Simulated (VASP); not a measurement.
Output of a VASP run:

File OSZICAR:
```
       N       E                     dE             d eps       ncg     rms          rms(c)
DAV:   1     0.705495957624E+02    0.70550E+02   -0.70519E+03  8244   0.129E+03
DAV:   2    -0.142924093371E+02   -0.84842E+02   -0.78640E+02  8128   0.237E+02
DAV:   3    -0.160892712067E+02   -0.17969E+01   -0.17583E+01  9829   0.482E+01
DAV:   4    -0.161168984252E+02   -0.27627E-01   -0.27622E-01 11722   0.453E+00
DAV:   5    -0.161170746431E+02   -0.17622E-03   -0.17622E-03 10027   0.348E-01    0.139E+01
DAV:   6    -0.145623184725E+02    0.15548E+01   -0.15614E+01  8555   0.780E+01    0.798E+00
DAV:   7    -0.140089519005E+02    0.55337E+00   -0.23278E+00  8779   0.294E+01    0.368E+00
DAV:   8    -0.139948136674E+02    0.14138E-01   -0.19717E-02 11148   0.141E+00    0.156E+00
DAV:   9    -0.139809945607E+02    0.13819E-01   -0.55253E-03 11646   0.126E+00    0.448E-01
DAV:  10    -0.139802721331E+02    0.72243E-03   -0.20122E-03 10736   0.586E-01    0.112E-01
DAV:  11    -0.139803307936E+02   -0.58661E-04   -0.98483E-05 10570   0.124E-01    0.441E-02
DAV:  12    -0.139803347893E+02   -0.39957E-05   -0.36793E-06  9766   0.229E-02    0.174E-02
DAV:  13    -0.139803341719E+02    0.61742E-06   -0.17449E-06  6015   0.183E-02
   1 F= -.13980334E+02 E0= -.13980319E+02  d E =-.623920E-04  mag=     3.3044
```

OUTCAR:
```
------------------------ aborting loop because EDIFF is reached ----------------------------------------
  FORCE on cell =-STRESS in cart. coord.  units (eV):
  Direction    XX          YY          ZZ          XY          YZ          ZX
  --------------------------------------------------------------------------------------
  Total       -2.2329162     -2.2329157     -2.3308636      0.0000000      0.0000000     -0.0000000
  in kB     -151.8133811   -151.8133484   -158.4727106      0.0000000      0.0000000     -0.0000000
  external PRESSURE =    -154.0331467 kB  Pullay stress =       0.0000000 kB
  volume of cell :       23.57
      direct lattice vectors                 reciprocal lattice vectors
     1.280100000 -2.217198000  0.000000000     0.390594485 -0.225509855  0.000000000
     1.280100000  2.217198000  0.000000000     0.390594485  0.225509855  0.000000000
     0.000000000  0.000000000  4.151400000     0.000000000  0.000000000  0.240882594
 POSITION                                       TOTAL-FORCE (eV/Angst)
 -----------------------------------------------------------------------------------
      1.28010      0.73907      1.03785         0.000000     -0.000000      0.000000
      1.28010     -0.73907      3.11355        -0.000000      0.000000      0.000000
 -----------------------------------------------------------------------------------
    total drift:                                0.000000      0.000009     -0.000028
  FREE ENERGIE OF THE ION-ELECTRON SYSTEM (eV)
  ---------------------------------------------------
  free  energy   TOTEN  =       -13.9803341719 eV

  energy  without entropy=      -13.9802717799  energy(sigma->0) =      -13.98031857

 total charge

# of ion       s       p       d       tot
------------------------------------------
    1        0.456   0.453   7.213   8.122
    2        0.456   0.453   7.213   8.122
--------------------------------------------------
tot          0.912   0.905  14.427  16.244

 magnetization (x)

# of ion       s       p       d       tot
------------------------------------------
    1       -0.014  -0.052   1.755   1.689
    2       -0.014  -0.052   1.755   1.689
--------------------------------------------------
tot         -0.028  -0.105   3.510   3.377
```
(Selected blocks of OUTCAR.)

File POSCAR:
```
Co
1
    1.2801000000    -2.2171980000     0.0000000000
    1.2801000000     2.2171980000     0.0000000000
    0.0000000000     0.0000000000     4.1514000000
Co
2
Direct
  0.3333330000   0.6666670000   0.2500000000
  0.6666670000   0.3333330000   0.7500000000
```

Q: Reconstruct the remaining input files.

A: Several could match; the one computed here: the input of the run itself, PBE GGA, plane waves, VASP's PBE PAW potentials (set 64).

File KPOINTS:
```
Automatic mesh
0
gamma
15 15 8
```

INCAR:
```
SYSTEM = Co
PREC = Accurate
ENCUT = 400
EDIFF = 1E-6
NELM = 100
ALGO = Normal
LREAL = .FALSE.
LASPH = .TRUE.
ISMEAR = 2
SIGMA = 0.02
GGA = PE
LMAXMIX = 4
ISPIN = 2
MAGMOM = 1.8 1.8
LORBIT = 10
LWAVE = .FALSE.
LCHARG = .FALSE.
ISIF = 2
```

POTCAR, in this order: Co (PBE.64 set). Program: vasp_std.

The compound is Co in the hcp structure. The cell was not relaxed at this level. The run is one of a series of settings (ISMEAR = 2, SIGMA = 0.02 against the base run), some of them coarse on purpose.
